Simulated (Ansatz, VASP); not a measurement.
# Mg in two plane-wave programs

Wanted: the spread between two codes on one cell, functional and k mesh. The structure shown is the end of the VASP relaxation below.

Method: plane waves, with VASP 6.6.1 beside it; single point at PBEsol, in Ansatz 0.2.0.

### 1. Starting point

The cell holds 63 atoms: 63 Mg. Cell: a = 12.734 Å, b = 12.734 Å, c = 10.221 Å, α = 90.0°, β = 90.0°, γ = 120.0°. It derives from Mg. Nearest the centre at fractional (0.000, 0.000, 0.000): Mg39 at 3.11 Å, Mg38 at 3.11 Å, Mg62 at 3.11 Å, Mg63 at 3.11 Å, Mg32 at 3.11 Å, Mg33 at 3.11 Å, Mg24 at 3.16 Å, Mg2 at 3.16 Å.

### 2. VASP: relaxation, PBEsol

This run makes the geometry at which the two programs are then compared.

Lines of VASP's logs that name or quote its potential files are left out, and so is its time.

Contents of INCAR:

```
SYSTEM = Mg
PREC = Normal
ENCUT = 300
EDIFF = 1E-05
NELM = 120
ISMEAR = 1
SIGMA = 0.2
LREAL = Auto
ALGO = Fast
GGA = PS
LORBIT = 11
LWAVE = .FALSE.
LCHARG = .TRUE.
KPAR = 4
NCORE = 2
IBRION = 2
NSW = 50
ISIF = 2
EDIFFG = -0.03
POTIM = 0.4
MAXMIX = 40
ISYM = 2
```

Contents of POSCAR:

```
Mg
1.0
   12.7343207500      0.0000000000      0.0000000000
   -6.3671603752     11.0282452696      0.0000000000
    0.0000000000      0.0000000000     10.2209445434
Mg
63
Direct
    0.0000000000      0.0000000000      0.5000000000
    0.0000000000      0.2500000000      0.0000000000
    0.0000000000      0.2500000000      0.5000000000
    0.0000000000      0.5000000000      0.0000000000
    0.0000000000      0.5000000000      0.5000000000
    0.0000000000      0.7500000000      0.0000000000
    0.0000000000      0.7500000000      0.5000000000
    0.2500000000      0.0000000000      0.0000000000
    0.2500000000      0.0000000000      0.5000000000
    0.2500000000      0.2500000000      0.0000000000
    0.2500000000      0.2500000000      0.5000000000
    0.2500000000      0.5000000000      0.0000000000
    0.2500000000      0.5000000000      0.5000000000
    0.2500000000      0.7500000000      0.0000000000
    0.2500000000      0.7500000000      0.5000000000
    0.5000000000      0.0000000000      0.0000000000
    0.5000000000      0.0000000000      0.5000000000
    0.5000000000      0.2500000000      0.0000000000
    0.5000000000      0.2500000000      0.5000000000
    0.5000000000      0.5000000000      0.0000000000
    0.5000000000      0.5000000000      0.5000000000
    0.5000000000      0.7500000000      0.0000000000
    0.5000000000      0.7500000000      0.5000000000
    0.7500000000      0.0000000000      0.0000000000
    0.7500000000      0.0000000000      0.5000000000
    0.7500000000      0.2500000000      0.0000000000
    0.7500000000      0.2500000000      0.5000000000
    0.7500000000      0.5000000000      0.0000000000
    0.7500000000      0.5000000000      0.5000000000
    0.7500000000      0.7500000000      0.0000000000
    0.7500000000      0.7500000000      0.5000000000
    0.0833333300      0.1666666700      0.2500000000
    0.0833333300      0.1666666700      0.7500000000
    0.0833333300      0.4166666700      0.2500000000
    0.0833333300      0.4166666700      0.7500000000
    0.0833333300      0.6666666700      0.2500000000
    0.0833333300      0.6666666700      0.7500000000
    0.0833333300      0.9166666700      0.2500000000
    0.0833333300      0.9166666700      0.7500000000
    0.3333333300      0.1666666700      0.2500000000
    0.3333333300      0.1666666700      0.7500000000
    0.3333333300      0.4166666700      0.2500000000
    0.3333333300      0.4166666700      0.7500000000
    0.3333333300      0.6666666700      0.2500000000
    0.3333333300      0.6666666700      0.7500000000
    0.3333333300      0.9166666700      0.2500000000
    0.3333333300      0.9166666700      0.7500000000
    0.5833333300      0.1666666700      0.2500000000
    0.5833333300      0.1666666700      0.7500000000
    0.5833333300      0.4166666700      0.2500000000
    0.5833333300      0.4166666700      0.7500000000
    0.5833333300      0.6666666700      0.2500000000
    0.5833333300      0.6666666700      0.7500000000
    0.5833333300      0.9166666700      0.2500000000
    0.5833333300      0.9166666700      0.7500000000
    0.8333333300      0.1666666700      0.2500000000
    0.8333333300      0.1666666700      0.7500000000
    0.8333333300      0.4166666700      0.2500000000
    0.8333333300      0.4166666700      0.7500000000
    0.8333333300      0.6666666700      0.2500000000
    0.8333333300      0.6666666700      0.7500000000
    0.8333333300      0.9166666700      0.2500000000
    0.8333333300      0.9166666700      0.7500000000
```

Contents of KPOINTS:

```
Automatic mesh
0
Gamma
3 3 4
0 0 0
```

Potentials, in the order of the species: Mg (PBE family, release 64).

Run with:

```sh
$ mpirun -np 8 vasp_std
```

Numbers of over 12 decimals in the logs are rounded to 6 here.

Log:

```text
[banner, memory and clock lines left out]
running    8 mpi-ranks, on    1 nodes
[...]
|                                                                             |
|               ----> ADVICE to this user running VASP <----                  |
|                                                                             |
|     You enforced a specific xc type in the INCAR file but a different       |
|     [... a line on the potential file left out ...]
|     I HOPE YOU KNOW WHAT YOU ARE DOING!                                     |
|                                                                             |

 LDA part: xc-table for (Slater+PW92), standard interpolation
 POSCAR, INCAR and KPOINTS ok, starting setup
[...]
entering main loop
       N       E                     dE             d eps       ncg     rms          rms(c)
DAV:   1     0.773562552644E+02    0.77356E+02   -0.26346E+04  1710   0.628E+02
DAV:   2    -0.973271521183E+02   -0.17468E+03   -0.16085E+03  1988   0.864E+01
DAV:   3    -0.108000494014E+03   -0.10673E+02   -0.10066E+02  2164   0.173E+01
DAV:   4    -0.108255741985E+03   -0.25525E+00   -0.25233E+00  2060   0.279E+00
[...]
RMM:   9    -0.107538487419E+03    0.82373E-03   -0.20322E-03  1725   0.957E-02    0.435E-02
RMM:  10    -0.107538507016E+03   -0.19598E-04   -0.29936E-04  1758   0.335E-02    0.103E-02
RMM:  11    -0.107538513156E+03   -0.61395E-05   -0.47622E-05  1315   0.128E-02
   1 F= -.10753851E+03 E0= -.10751835E+03  d E =-.107539E+03
[... from here on, the cycles between the ionic steps are left out ...]
   2 F= -.10754140E+03 E0= -.10752115E+03  d E =-.288548E-02
   3 F= -.10754787E+03 E0= -.10752735E+03  d E =-.935487E-02
   4 F= -.10755100E+03 E0= -.10753001E+03  d E =-.124894E-01
[...]
reached required accuracy - stopping structural energy minimisation
```

From OUTCAR (step 2):

```text
  Total       -0.2477822     -0.2477822     -2.0678244      0.0000000      0.0000000      0.0000000
  in kB       -0.2765715     -0.2765715     -2.3080808      0.0000000      0.0000000      0.0000000
  external PRESSURE =      -0.9537413 kB  Pullay stress =       0.0000000 kB

 POSITION                                       TOTAL-FORCE (eV/Angst)
 -----------------------------------------------------------------------------------
      0.00000      0.00000      5.11047        -0.000000     -0.000000     -0.000000
     11.14810      2.73577      0.00000        -0.000600      0.010594     -0.000000
     -1.59327      2.76383      5.11047         0.019689     -0.021439     -0.000000
     -3.18316      5.51437      0.00000         0.003260      0.001882     -0.000000
     -3.18043      5.51594      5.11047         0.000493      0.000285     -0.000000
      7.94330      8.28665      0.00000         0.008874     -0.005816     -0.000000
     -4.77024      8.26652      5.11047        -0.008722      0.027770     -0.000000
      3.16236      0.00582      0.00000         0.009474     -0.004777     -0.000000
     -3.17698     11.02614      5.11047        -0.028411     -0.006331     -0.000000
      1.58622      2.73577      0.00000         0.000600      0.010594     -0.000000
      1.59327      2.76383      5.11047        -0.019689     -0.021439     -0.000000
     -0.00000      5.50735      0.00000         0.000000     -0.012211     -0.000000
     -0.00000      5.51328      5.11047        -0.000000      0.011018     -0.000000
     -1.59766      8.27457      0.00000        -0.010575      0.006106     -0.000000
[...]
-----------------------------------------------------------------------------------
    total drift:                               -0.000040      0.000023     -0.000000

  FREE ENERGIE OF THE ION-ELECTRON SYSTEM (eV)
  ---------------------------------------------------
  free  energy   TOTEN  =      -107.5510025675 eV

  energy  without entropy=     -107.4880174854  energy(sigma->0) =     -107.53000754

 reached required accuracy - stopping structural energy minimisation

[... 1 further part left out ...]
```

The PAW data sets were made with PBE, which is usual practice but a small mismatch for other functionals. The run keeps the 12 symmetry operations of its start, so it cannot find a distortion of lower symmetry.

### 3. Ansatz: single point, PBEsol

Ansatz runs on its default PAW (the set named soft_2) files.

The same cell, functional, mesh and smearing now go to Ansatz, which takes its cutoff from its data sets.

Contents of input.yaml:

```yaml
crystal:
  lattice:
    - [12.73432075, 0.0, 0.0]
    - [-6.36716038, 11.02824527, 0.0]
    - [0.0, 0.0, 10.22094454]
  atoms:
    - { symbol: Mg, position: [0.0, 0.0, 0.5] }
    - { symbol: Mg, position: [0.99947231, 0.24806959, 0.0] }
    - { symbol: Mg, position: [0.00019114, 0.25061398, 0.5] }
    - { symbol: Mg, position: [4.402e-05, 0.50002201, 0.0] }
    - { symbol: Mg, position: [0.00033015, 0.50016508, 0.5] }
    - { symbol: Mg, position: [0.99947231, 0.75140271, 0.0] }
    - { symbol: Mg, position: [0.00019114, 0.74957716, 0.5] }
    - { symbol: Mg, position: [0.24859729, 0.00052769, 0.0] }
    - { symbol: Mg, position: [0.25042284, 0.99980886, 0.5] }
    - { symbol: Mg, position: [0.24859729, 0.24806959, 0.0] }
    - { symbol: Mg, position: [0.25042284, 0.25061398, 0.5] }
    - { symbol: Mg, position: [0.24969296, 0.49938592, 0.0] }
    - { symbol: Mg, position: [0.24996202, 0.49992404, 0.5] }
    - { symbol: Mg, position: [0.24969296, 0.75030704, 0.0] }
    - { symbol: Mg, position: [0.24996202, 0.75003798, 0.5] }
    - { symbol: Mg, position: [0.49997799, 0.99995598, 0.0] }
    - { symbol: Mg, position: [0.49983492, 0.99966985, 0.5] }
    - { symbol: Mg, position: [0.49990139, 0.2499507, 0.0] }
    - { symbol: Mg, position: [0.50016982, 0.25008491, 0.5] }
    - { symbol: Mg, position: [0.49997799, 0.50002201, 0.0] }
    - { symbol: Mg, position: [0.49983492, 0.50016508, 0.5] }
    - { symbol: Mg, position: [0.50061408, 0.75030704, 0.0] }
    - { symbol: Mg, position: [0.50007596, 0.75003798, 0.5] }
    - { symbol: Mg, position: [0.75193041, 0.00052769, 0.0] }
    - { symbol: Mg, position: [0.74938602, 0.99980886, 0.5] }
    - { symbol: Mg, position: [0.7500493, 0.2499507, 0.0] }
    - { symbol: Mg, position: [0.74991509, 0.25008491, 0.5] }
    - { symbol: Mg, position: [0.7500493, 0.50009861, 0.0] }
    - { symbol: Mg, position: [0.74991509, 0.49983018, 0.5] }
    - { symbol: Mg, position: [0.75193041, 0.75140271, 0.0] }
    - { symbol: Mg, position: [0.74938602, 0.74957716, 0.5] }
    - { symbol: Mg, position: [0.08221045, 0.16442091, 0.24755609] }
    - { symbol: Mg, position: [0.08221045, 0.16442091, 0.75244391] }
    - { symbol: Mg, position: [0.08305578, 0.41648435, 0.25052542] }
    - { symbol: Mg, position: [0.08305578, 0.41648435, 0.74947458] }
    - { symbol: Mg, position: [0.08305578, 0.66657144, 0.25052542] }
    - { symbol: Mg, position: [0.08305578, 0.66657144, 0.74947458] }
    - { symbol: Mg, position: [0.08221045, 0.91778955, 0.24755609] }
    - { symbol: Mg, position: [0.08221045, 0.91778955, 0.75244391] }
    - { symbol: Mg, position: [0.33259118, 0.1662956, 0.24990174] }
    - { symbol: Mg, position: [0.33259118, 0.1662956, 0.75009826] }
    - { symbol: Mg, position: [0.33342856, 0.41648435, 0.25052542] }
    - { symbol: Mg, position: [0.33342856, 0.41648435, 0.74947458] }
    - { symbol: Mg, position: [0.33333333, 0.66666667, 0.25016057] }
    - { symbol: Mg, position: [0.33333333, 0.66666667, 0.74983943] }
    - { symbol: Mg, position: [0.33342856, 0.91694422, 0.25052542] }
    - { symbol: Mg, position: [0.33342856, 0.91694422, 0.74947458] }
    - { symbol: Mg, position: [0.58316015, 0.16632031, 0.25031231] }
    - { symbol: Mg, position: [0.58316015, 0.16632031, 0.74968769] }
    - { symbol: Mg, position: [0.58316015, 0.41683985, 0.25031231] }
    - { symbol: Mg, position: [0.58316015, 0.41683985, 0.74968769] }
    - { symbol: Mg, position: [0.58351565, 0.66657144, 0.25052542] }
    - { symbol: Mg, position: [0.58351565, 0.66657144, 0.74947458] }
    - { symbol: Mg, position: [0.58351565, 0.91694422, 0.25052542] }
    - { symbol: Mg, position: [0.58351565, 0.91694422, 0.74947458] }
    - { symbol: Mg, position: [0.8337044, 0.1662956, 0.24990174] }
    - { symbol: Mg, position: [0.8337044, 0.1662956, 0.75009826] }
    - { symbol: Mg, position: [0.83367969, 0.41683985, 0.25031231] }
    - { symbol: Mg, position: [0.83367969, 0.41683985, 0.74968769] }
    - { symbol: Mg, position: [0.8337044, 0.66740882, 0.24990174] }
    - { symbol: Mg, position: [0.8337044, 0.66740882, 0.75009826] }
    - { symbol: Mg, position: [0.83557909, 0.91778955, 0.24755609] }
    - { symbol: Mg, position: [0.83557909, 0.91778955, 0.75244391] }
hamiltonian:
  xc: pbesol
  pseudopotentials: { kind: paw }
kpoints:
  mp_grid: { grid: [3, 3, 4] }
scf:
  occupations: { method: methfessel_paxton, width: 0.2 }
  n_extra_bands: 19
output:
  forces: true
  eigenvalues: true
  write_density: true
  write_potential: true
  elf: true
  volumetric_format: npy
```

Run with:

```sh
$ ansatz run input.yaml --threads 16 --pin off --max-ram 36864MiB --backend cpu --events-out ev --progress --plain --runs-dir out
```

Log:

```text
scf.n_extra_bands = 19 over 315 filled bands (N_el = 630.0): the run solves 334 bands
Engine: ansatz 0.2.0, aarch64-unknown-linux-gnu
Pseudopotentials: kind: paw
Pseudopotential: Mg, paw, valence charge 10, recommended cutoff 420 eV (normal), Mg.paw.azcp
Functional definition: PBEsol
  exchange = pbesol_x
  correlation = pbesol_c
Crystal: 63 atoms, lattice volume = 1435.401 Å³
Basis set: ecut = 420 eV, 28043 PW (Γ), exchange–correlation on 180×180×144 points (8 copies of the dense FFT grid, shifted against one another)
Bands: 334, of which v1, the nominal top of the filled ones, is band 315 counted from 1 (314 counted from 0)
Symmetry: 12 space group operations
Space group: P-6m2 (ITA 187), of the structure as read, at distance tolerance 1.1e-4 Å
k-points: 9 of 36 (time reversal used)
Non-local potential: Mg, projectors of the file, l = 0: 3, l = 1: 2, l = 2: 1
PAW form: soft (Blöchl's): semilocal exchange-correlation on the pseudo side does not see the compensation charge
PAW frozen core: Mg, regenerated for the run's functional, and the local potential with it (the file was generated under x = pbe(κ = 0.804, μ = 0.219515), c = pbe(β = 0.066725))
PAW one-centre angular grid: Mg, 110 points (default); XC on 64 Gauss nodes
Initial density: superposition of atomic densities (neutral atoms: chi_scale 0, normalization atom), corrected by the library's trained network
Initial wavefunctions: pseudopotential atomic-orbital guess
Functional: x = pbesol(κ = 0.804, μ = 0.123457), c = pbesol(β = 0.046)
SCF iter   1: F=—  HF=-120458.234531 eV  |F-HF|=—  |Δ(HF+E_count)|=         —  Δρ=2.21e-3  dr2=1.11e-1  ethr=1.77e-3  ⟨swp⟩=5.2  Hψ=11650  notcnv=0
preconditioner: auto → Kerker (q_TF=auto, 2.378 Å⁻¹)  [metal: Δε(μ)=0.004 eV  Ē_g=3.457 eV  σ=0.200 eV  W_gap=0.02  n_scr=306 (ndim 8)  ℏωp=11.0 eV  f_vac=0.001  D(μ)=33.61/eV (n_scr^D=204)]
SCF iter   2: F=—  HF=-120458.205026 eV  |F-HF|=—  |Δ(HF+E_count)|=   2.95e-2  S|Δr|=    0.00e0  Δρ=9.93e-4  dr2=4.84e-2  ethr=1.77e-5  ⟨swp⟩=2.6  Hψ=6631  notcnv=0
SCF iter   3: F=—  HF=-120458.199063 eV  |F-HF|=—  |Δ(HF+E_count)|=   5.96e-3  S|Δr|=    0.00e0  Δρ=3.23e-4  dr2=9.32e-3  ethr=7.69e-6  ⟨swp⟩=2.0  Hψ=3263  notcnv=0
SCF iter   4: F=—  HF=-120458.197976 eV  |F-HF|=—  |Δ(HF+E_count)|=   1.09e-3  S|Δr|=    0.00e0  Δρ=5.69e-5  dr2=1.43e-4  ethr=1.48e-6  ⟨swp⟩=2.0  Hψ=3386  notcnv=0
SCF iter   5: F=—  HF=-120458.197972 eV  |F-HF|=—  |Δ(HF+E_count)|=   3.98e-6  S|Δr|=    0.00e0  Δρ=2.03e-5  dr2=2.79e-5  ethr=2.27e-8  ⟨swp⟩=2.0  Hψ=3569  notcnv=0
SCF iter   6: F=—  HF=-120458.197083 eV  |F-HF|=—  |Δ(HF+E_count)|=   8.90e-4  S|Δr|=    0.00e0  Δρ=8.85e-6  dr2=2.89e-6  ethr=4.42e-9  ⟨swp⟩=2.0  Hψ=3551  notcnv=0
SCF iter   7: F=—  HF=-120458.197083 eV  |F-HF|=—  |Δ(HF+E_count)|=   5.01e-8  S|Δr|=    0.00e0  Δρ=1.98e-6  dr2=1.00e-7  ethr=1.59e-11  ⟨swp⟩=9.4  Hψ=21325  notcnv=0
SCF iter   8: F=-120458.197083 eV  HF=-120458.197083 eV  |F-HF|=5.62e-9  |Δ(HF+E_count)|=   1.02e-9  S|Δr|=    0.00e0  Δρ=7.62e-7  dr2=9.07e-9  ethr=1.59e-11  ⟨swp⟩=7.1  Hψ=15823  notcnv=0
SCF 1 converged in 8 iterations: F = -120458.197083 eV  dr2 = 9.07e-9
  greatest PAW one-centre occupation: 1.000 electrons in one spin orbital (limit 2), on the Mg atom at site 20 (counted from 0), in its partial waves of l = 0
SCF converged after 8 iterations
Stability not checked: this state was not tested for a lower state beside it, because cold or Methfessel-Paxton smearing, or corrected tetrahedra, fill the levels in a way that the test cannot read (fill_not_monotonic; see scf.lower_state_search)
Free energy (F): -120458.197083 eV
Harris-Foulkes:  -120458.197083 eV  (|F-HF|=5.62e-9)
Internal energy: -120458.134104 eV  (E = F + TS)
E sigma→0 (E₀):  -120458.181338 eV
Entropy (-TS):   -0.062979 eV (-1.000 meV/atom)
Fermi energy:    5.605917 eV
--- Per-component energies (eV) ---
  E_band       = -22402.946921
  E_kinetic    = 4721.766041
  E_local      = -102442.925482  (includes V_loc(G=0)·N_el)
  E_nonlocal   = 6070.718325
  E_hartree    = 36619.418241
  E_xc         = -1773.821417
  E_vxc        = -2299.803169  (∫ρ·V_xc dr)
  E_paw        = -17719.268249  (= ΣΔE_a)
  E_vpaw       = -1691.537819  (= ΣTr[D̂ρ^β])
  E_aug_tail   = -0.000143  (compensation charges beyond the density's cutoff)
  E_ewald      = -45937.729743
  E_core_change = 3.708323  (= ΣΔE_core)
  E_smearing   = -0.062979  (= −TS)
  E_closure    = -0.000000  (closes the sum)
  Σ components = -120458.197083   (vs F -120458.197083, Δ=0.00e0)
--- Forces (eV/Å), atoms counted from 1 ---
  atom   1  Mg    -0.00000000     0.00000000     0.00000000
  atom   2  Mg     0.00009045     0.00903452    -0.00000000
  atom   3  Mg     0.01932163    -0.02089443     0.00000000
  atom   4  Mg     0.00280126     0.00161731    -0.00000000
  atom   5  Mg    -0.00010546    -0.00006089    -0.00000000
  atom   6  Mg     0.00786934    -0.00443893     0.00000000
  atom   7  Mg    -0.00843429     0.02718024     0.00000000
  atom   8  Mg     0.00777890    -0.00459559    -0.00000000
  atom   9  Mg    -0.02775592    -0.00628581     0.00000000
  atom  10  Mg    -0.00009045     0.00903452     0.00000000
  atom  11  Mg    -0.01932163    -0.02089443    -0.00000000
  atom  12  Mg     0.00000000    -0.01230536     0.00000000
  atom  13  Mg    -0.00000000     0.01101123    -0.00000000
  atom  14  Mg    -0.01065675     0.00615268    -0.00000000
  atom  15  Mg     0.00953601    -0.00550562     0.00000000
  atom  16  Mg     0.00000000    -0.00323462    -0.00000000
  atom  17  Mg    -0.00000000     0.00012177    -0.00000000
  atom  18  Mg    -0.00380878    -0.00219900     0.00000000
  atom  19  Mg    -0.00644805    -0.00372278     0.00000000
  atom  20  Mg    -0.00280126     0.00161731     0.00000000
  atom  21  Mg     0.00010546    -0.00006089     0.00000000
  atom  22  Mg     0.01065675     0.00615268    -0.00000000
  atom  23  Mg    -0.00953601    -0.00550562     0.00000000
  atom  24  Mg    -0.00777890    -0.00459559     0.00000000
[...]
atom  56  Mg    -0.00367554     0.00212207     0.00705662
  atom  57  Mg    -0.00367554     0.00212207    -0.00705662
  atom  58  Mg    -0.00600702    -0.00346815    -0.00179759
  atom  59  Mg    -0.00600702    -0.00346815     0.00179759
  atom  60  Mg     0.00000000    -0.00424415     0.00705662
  atom  61  Mg     0.00000000    -0.00424415    -0.00705662
  atom  62  Mg    -0.01112042    -0.00642038     0.00320522
  atom  63  Mg    -0.01112042    -0.00642038    -0.00320522
  max |Σ_I F_I| component: 2.08e-17 eV/Å
--- Band table (eV; the first three rows and the last of 9) ---
  k-point 0: bands = [... 311 lower, 5.2438, 5.2438, 5.2482, 5.2482, 5.4258, 5.4925, 5.6858, 5.6858, ... 15 higher]
  k-point 1: bands = [... 311 lower, 5.7351, 5.7351, 5.7540, 5.7748, 5.7748, 5.9720, 6.1976, 6.1980, ... 15 higher]
  k-point 2: bands = [... 311 lower, 5.3249, 5.4337, 5.4353, 5.4353, 5.4820, 6.5781, 6.5908, 6.5942, ... 15 higher]
  k-point 8: bands = [... 311 lower, 4.8575, 5.3182, 5.3258, 5.3447, 5.4349, 5.4407, 5.4959, 6.5966, ... 15 higher]
```

Elapsed: 91 s, on 16 threads of Arm Neoverse V1, shared host; peak memory 16 GiB; 22 min of CPU time.

### 4. Comparison

Known differences besides the potentials themselves: the data sets hold 630 valence electrons in Ansatz (default PAW (the set named soft_2) files) and 126 in VASP; the cutoff is 420 eV in Ansatz and 300 eV in VASP (PREC = Normal, projectors in real space); Ansatz makes its cores anew for this functional, VASP keeps those of its PBE data sets; VASP leaves aspherical gradient terms in its spheres out (LASPH is not set), Ansatz keeps them. Total energies have different zeros and are not compared.

### 5. Results

| Property | Result |
| --- | --- |
| r.m.s. force difference (single point, PBEsol) | 0.44 meV/Å |

What this shows: The r.m.s. force difference is 0.44 meV/Å (single point, PBEsol), within the 12 meV/Å picked in this series as the mark of a large difference. Such differences can come from data sets, numerical settings and the points named under the comparisons, not from the functional's error against experiment.

[Lines on the potential files, build, host, timing and source positions are cut from VASP's logs without a mark.]

[Logs are printed without paths, hosts, clocks, repeated set-up lines and the standing remarks that a program may print on its own settings, such as how far it seeks lower states.]

[Hosts, paths, dates, database ids (printed as entryN), source tags and the programs' standing remarks are cut or masked in the printed files.]
